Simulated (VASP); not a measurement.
Data:

```xyz
2
Lattice="0.0000 2.7300 2.7300 2.7300 0.0000 2.7300 2.7300 2.7300 0.0000" Properties=species:S:1:pos:R:3 pbc="T T T"
Mg     0.0000     0.0000     0.0000
Se     2.7300     2.7300     2.7300
```

The numbers are results of PBE GGA, VASP's PBE PAW potentials (set 64) (plane waves; VASP), not measurements. Run with 480 eV cut-off, 8×8×8 Γ-centred mesh, Gaussian smearing of 0.050 eV, potentials Mg Se.

Energy and stress use the plane-wave basis of the starting cell.

The ions, cell shape and volume are relaxed. Give the cell that the relaxation ends in.

```xyz
2
Lattice="0.0000 2.7520 2.7520 2.7520 0.0000 2.7520 2.7520 2.7520 0.0000" Properties=species:S:1:pos:R:3 pbc="T T T"
Mg     0.0000     0.0000     0.0000
Se     2.7520     2.7520     2.7520
```
Space group Fm-3m (225), at a tolerance of 0.03 Å.

How do energy and volume change from the first to the last step?

The energy (σ→0) changes by -2.4 meV/atom and the volume by +2.4 %, in 3 ionic steps.

The compound is MgSe in the rock salt structure. This run relaxes it. Symmetry was kept, so distortions that lower it aren't found.
